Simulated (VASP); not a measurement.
OSZICAR of a VASP run on PbIF (space group P4/nmm):

**OSZICAR**
```
       N       E                     dE             d eps       ncg     rms          rms(c)
DAV:   1     0.464449707480E+03    0.46445E+03   -0.26261E+04   792   0.174E+03
DAV:   2    -0.103485480311E+03   -0.56794E+03   -0.55657E+03   838   0.459E+02
DAV:   3    -0.189962153072E+03   -0.86477E+02   -0.84542E+02  1078   0.193E+02
DAV:   4    -0.193544136891E+03   -0.35820E+01   -0.35751E+01   975   0.418E+01
DAV:   5    -0.193645492041E+03   -0.10136E+00   -0.10132E+00  1118   0.714E+00    0.797E+00
DAV:   6    -0.185080792273E+03    0.85647E+01   -0.70889E+00  1174   0.325E+01    0.399E+00
DAV:   7    -0.178544642027E+03    0.65362E+01   -0.20850E+00   810   0.101E+01    0.244E+00
DAV:   8    -0.182575106666E+03   -0.40305E+01   -0.15834E+00   834   0.951E+00    0.102E+00
DAV:   9    -0.177409403867E+03    0.51657E+01   -0.81013E-01   830   0.625E+00    0.707E-01
DAV:  10    -0.177799778706E+03   -0.39037E+00   -0.31518E-01   822   0.387E+00    0.347E-01
DAV:  11    -0.177554079915E+03    0.24570E+00   -0.10196E-01   856   0.232E+00    0.421E-01
DAV:  12    -0.177686894899E+03   -0.13281E+00   -0.61181E-02   938   0.149E+00    0.296E-01
DAV:  13    -0.177697529221E+03   -0.10634E-01   -0.20430E-01   792   0.380E+00    0.451E-01
DAV:  14    -0.177726892227E+03   -0.29363E-01   -0.10073E-02  1079   0.791E-01    0.409E-01
DAV:  15    -0.177860768228E+03   -0.13388E+00   -0.65183E-02   807   0.204E+00    0.117E-01
DAV:  16    -0.177862277489E+03   -0.15093E-02   -0.10840E-02   990   0.796E-01    0.961E-02
DAV:  17    -0.177864093243E+03   -0.18158E-02   -0.35261E-03  1006   0.529E-01    0.563E-02
DAV:  18    -0.177864737086E+03   -0.64384E-03   -0.69699E-04   876   0.195E-01    0.299E-02
DAV:  19    -0.177864953041E+03   -0.21595E-03   -0.22941E-04   975   0.124E-01    0.157E-02
DAV:  20    -0.177865223528E+03   -0.27049E-03   -0.90035E-05   931   0.679E-02    0.827E-03
DAV:  21    -0.177865387083E+03   -0.16356E-03   -0.86854E-05   812   0.823E-02    0.627E-03
DAV:  22    -0.177865341878E+03    0.45204E-04   -0.36132E-05   827   0.468E-02    0.290E-03
DAV:  23    -0.177865387528E+03   -0.45650E-04   -0.19385E-05   893   0.365E-02    0.472E-03
DAV:  24    -0.177865390370E+03   -0.28421E-05   -0.16617E-06   718   0.960E-03    0.350E-03
DAV:  25    -0.177865390863E+03   -0.49279E-06   -0.30296E-07   490   0.480E-03
   1 F= -.17786539E+03 E0= -.17786539E+03  d E =-.177865E+03
       N       E                     dE             d eps       ncg     rms          rms(c)
DAV:   1    -0.178543339920E+03   -0.67795E+00   -0.20823E+01  1003   0.536E+01    0.536E+00
DAV:   2    -0.177941719642E+03    0.60162E+00   -0.17284E+00   877   0.134E+01    0.154E+00
DAV:   3    -0.177849391777E+03    0.92328E-01   -0.25620E-01   942   0.547E+00    0.503E-01
DAV:   4    -0.177861495593E+03   -0.12104E-01   -0.70249E-02  1008   0.309E+00    0.275E-01
DAV:   5    -0.177862898110E+03   -0.14025E-02   -0.34724E-02   792   0.159E+00    0.225E-01
DAV:   6    -0.177886146122E+03   -0.23248E-01   -0.14605E-02   808   0.931E-01    0.157E-01
DAV:   7    -0.177887012079E+03   -0.86596E-03   -0.24921E-03  1056   0.443E-01    0.391E-02
DAV:   8    -0.177887265413E+03   -0.25333E-03   -0.60638E-04   840   0.210E-01    0.249E-02
DAV:   9    -0.177887539178E+03   -0.27377E-03   -0.12311E-04   908   0.109E-01    0.179E-02
DAV:  10    -0.177887486747E+03    0.52431E-04   -0.93666E-05   858   0.799E-02    0.573E-03
DAV:  11    -0.177887543411E+03   -0.56663E-04   -0.51302E-05   807   0.741E-02    0.511E-03
DAV:  12    -0.177887581126E+03   -0.37715E-04   -0.57994E-06   840   0.255E-02    0.331E-03
DAV:  13    -0.177887580592E+03    0.53406E-06   -0.49713E-07   509   0.649E-03
   2 F= -.17788758E+03 E0= -.17788758E+03  d E =-.221897E-01
       N       E                     dE             d eps       ncg     rms          rms(c)
DAV:   1    -0.177913861034E+03   -0.26280E-01   -0.76060E-01  1003   0.982E+00    0.106E+00
DAV:   2    -0.177890428314E+03    0.23433E-01   -0.68770E-02   888   0.269E+00    0.298E-01
DAV:   3    -0.177887074346E+03    0.33540E-02   -0.95710E-03   918   0.106E+00    0.990E-02
DAV:   4    -0.177887822013E+03   -0.74767E-03   -0.28625E-03  1008   0.616E-01    0.558E-02
DAV:   5    -0.177888666922E+03   -0.84491E-03   -0.94763E-04   792   0.246E-01    0.492E-02
DAV:   6    -0.177888546002E+03    0.12092E-03   -0.46585E-04   826   0.162E-01    0.322E-02
DAV:   7    -0.177888831824E+03   -0.28582E-03   -0.11944E-04   838   0.869E-02    0.859E-03
DAV:   8    -0.177888878153E+03   -0.46329E-04   -0.38308E-05   812   0.543E-02    0.479E-03
DAV:   9    -0.177888886325E+03   -0.81720E-05   -0.54365E-06   851   0.227E-02    0.365E-03
DAV:  10    -0.177888884706E+03    0.16185E-05   -0.33436E-06   847   0.153E-02    0.103E-03
DAV:  11    -0.177888886327E+03   -0.16207E-05   -0.26318E-06   791   0.157E-02    0.990E-04
DAV:  12    -0.177888887990E+03   -0.16634E-05   -0.34376E-07   415   0.643E-03    0.544E-04
DAV:  13    -0.177888888026E+03   -0.35646E-07   -0.42384E-08   404   0.278E-03
   3 F= -.17788889E+03 E0= -.17788889E+03  d E =-.234972E-01
       N       E                     dE             d eps       ncg     rms          rms(c)
DAV:   1    -0.177889335617E+03   -0.44763E-03   -0.33886E-01   868   0.311E+00    0.230E-01
DAV:   2    -0.177890193881E+03   -0.85826E-03   -0.16602E-02  1056   0.995E-01    0.135E-01
DAV:   3    -0.177889892376E+03    0.30150E-03   -0.14696E-03  1125   0.283E-01    0.521E-02
DAV:   4    -0.177889913743E+03   -0.21367E-04   -0.50429E-04   841   0.180E-01    0.182E-02
DAV:   5    -0.177890038390E+03   -0.12465E-03   -0.17112E-04   817   0.982E-02    0.874E-03
DAV:   6    -0.177890041498E+03   -0.31088E-05   -0.19484E-05   838   0.358E-02    0.641E-03
DAV:   7    -0.177890046304E+03   -0.48055E-05   -0.88644E-06   844   0.240E-02    0.206E-03
DAV:   8    -0.177890046164E+03    0.13974E-06   -0.54417E-06   812   0.192E-02
   4 F= -.17789005E+03 E0= -.17789005E+03  d E =-.115814E-02
       N       E                     dE             d eps       ncg     rms          rms(c)
DAV:   1    -0.177887564863E+03    0.24814E-02   -0.16036E+00   868   0.677E+00    0.499E-01
DAV:   2    -0.177891549895E+03   -0.39850E-02   -0.77164E-02  1016   0.213E+00    0.294E-01
DAV:   3    -0.177890098990E+03    0.14509E-02   -0.71596E-03  1067   0.605E-01    0.113E-01
DAV:   4    -0.177890276773E+03   -0.17778E-03   -0.23685E-03   833   0.384E-01    0.400E-02
DAV:   5    -0.177890816382E+03   -0.53961E-03   -0.76887E-04   801   0.210E-01    0.191E-02
DAV:   6    -0.177890829173E+03   -0.12791E-04   -0.98465E-05   862   0.819E-02    0.140E-02
DAV:   7    -0.177890855353E+03   -0.26180E-04   -0.45067E-05   812   0.539E-02    0.457E-03
DAV:   8    -0.177890854240E+03    0.11127E-05   -0.26355E-05   827   0.426E-02    0.230E-03
DAV:   9    -0.177890868572E+03   -0.14331E-04   -0.51965E-06   812   0.180E-02    0.178E-03
DAV:  10    -0.177890868153E+03    0.41821E-06   -0.13533E-07   536   0.308E-03
   5 F= -.17789087E+03 E0= -.17789087E+03  d E =-.198013E-02
       N       E                     dE             d eps       ncg     rms          rms(c)
DAV:   1    -0.177890808844E+03    0.59727E-04   -0.41519E-02   876   0.109E+00    0.802E-02
DAV:   2    -0.177890913750E+03   -0.10491E-03   -0.20619E-03  1042   0.353E-01    0.473E-02
DAV:   3    -0.177890878810E+03    0.34940E-04   -0.19206E-04  1116   0.105E-01    0.183E-02
DAV:   4    -0.177890881963E+03   -0.31537E-05   -0.64832E-05   859   0.633E-02    0.656E-03
DAV:   5    -0.177890897914E+03   -0.15950E-04   -0.21437E-05   800   0.347E-02    0.305E-03
DAV:   6    -0.177890898227E+03   -0.31353E-06   -0.22808E-06   688   0.124E-02
   6 F= -.17789090E+03 E0= -.17789090E+03  d E =-.201020E-02
       N       E                     dE             d eps       ncg     rms          rms(c)
DAV:   1    -0.177891173552E+03   -0.27564E-03   -0.27952E-02   830   0.107E+00    0.926E-02
DAV:   2    -0.177891100308E+03    0.73244E-04   -0.11203E-03  1112   0.283E-01    0.571E-02
DAV:   3    -0.177891068104E+03    0.32204E-04   -0.19714E-04  1018   0.129E-01    0.149E-02
DAV:   4    -0.177891071749E+03   -0.36451E-05   -0.45208E-05   885   0.578E-02    0.427E-03
DAV:   5    -0.177891079632E+03   -0.78828E-05   -0.10384E-05   864   0.246E-02    0.331E-03
DAV:   6    -0.177891079964E+03   -0.33205E-06   -0.93180E-07   565   0.808E-03
   7 F= -.17789108E+03 E0= -.17789108E+03  d E =-.181737E-03
       N       E                     dE             d eps       ncg     rms          rms(c)
DAV:   1    -0.177892098930E+03   -0.10193E-02   -0.24390E-01   830   0.315E+00    0.274E-01
DAV:   2    -0.177891462109E+03    0.63682E-03   -0.96016E-03  1080   0.810E-01    0.168E-01
DAV:   3    -0.177891186096E+03    0.27601E-03   -0.18227E-03  1017   0.374E-01    0.439E-02
DAV:   4    -0.177891212805E+03   -0.26709E-04   -0.37268E-04   883   0.168E-01    0.132E-02
DAV:   5    -0.177891273837E+03   -0.61032E-04   -0.86118E-05   880   0.718E-02    0.995E-03
DAV:   6    -0.177891276480E+03   -0.26424E-05   -0.11259E-05   868   0.270E-02    0.413E-03
DAV:   7    -0.177891279130E+03   -0.26503E-05   -0.42536E-06   812   0.172E-02    0.178E-03
DAV:   8    -0.177891279492E+03   -0.36248E-06   -0.11823E-06   513   0.937E-03
   8 F= -.17789128E+03 E0= -.17789128E+03  d E =-.381265E-03
```

Which electronic solver shows in the log?

It is blocked Davidson (ALGO = Normal, or the opening steps of other solvers). The INCAR had ALGO = Normal.

Can the final energy be trusted as converged?

The run converged. It stopped with EDIFF = 1E-6, NELM = 100, NSW = 60 and EDIFFG = -0.02 after 8 ionic steps (r2SCAN meta-GGA, plane waves, VASP's PBE PAW potentials (set 64)). Energy and stress use the plane-wave basis of the starting cell.

The structure comes from a computed database's PbIF entry (P4/nmm); how it stands against other phases isn't given here. This run relaxes it. Symmetry was kept, so distortions that lower it aren't found. The start is the result of an earlier pass.
